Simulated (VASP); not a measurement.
These are PBEsol GGA, VASP's PBE PAW potentials (set 64) (plane waves; VASP) values and carry that method's errors.

VASP ran on this input.

### POSCAR
```
PtAl2
1
    0.0000000000     2.9550000000     2.9550000000
    2.9550000000     0.0000000000     2.9550000000
    2.9550000000     2.9550000000     0.0000000000
Al Pt
2 1
Direct
  0.2500000000   0.2500000000   0.2500000000
  0.7500000000   0.7500000000   0.7500000000
  0.0000000000   0.0000000000   0.0000000000
```

### INCAR
```
# general
SYSTEM  = PtAl2
PREC    = Accurate
ENCUT   = 300
LREAL   = .FALSE.   # projection in real space or not
LASPH   = .TRUE.   # aspherical one-centre terms

# electronic loop
EDIFF   = 1E-6   # SCF stop (eV)
NELM    = 100
ALGO    = Normal   # blocked Davidson
LMAXMIX = 6

# smearing
ISMEAR  = 0   # Gaussian
SIGMA   = 0.136   # width (eV)

# functional
GGA     = PS

# ions
ISIF    = 2

# output
LWAVE   = .FALSE.
LCHARG  = .FALSE.
```

KPOINTS:
```
Automatic mesh
0
Gamma
10 10 10
0 0 0
```

POTCAR, in this order: Al Pt (PBE.64 set). Program: vasp_std.

Problem. What will the output report for the number of irreducible k-points (NKPTS), largest plane-wave count, number of space-group operations, FFT grid (NGX, NGY, NGZ)?

Solution. 
```json
{
 "number of irreducible k-points (NKPTS)": "47",
 "largest_plane_wave_count": "620",
 "number_of_space_group_operations": "48",
 "FFT grid (NGX, NGY, NGZ)": "24 × 24 × 24"
}
```

The structure is a typed PtAl2 crystal (Fm-3m). The cell was not relaxed at this level.
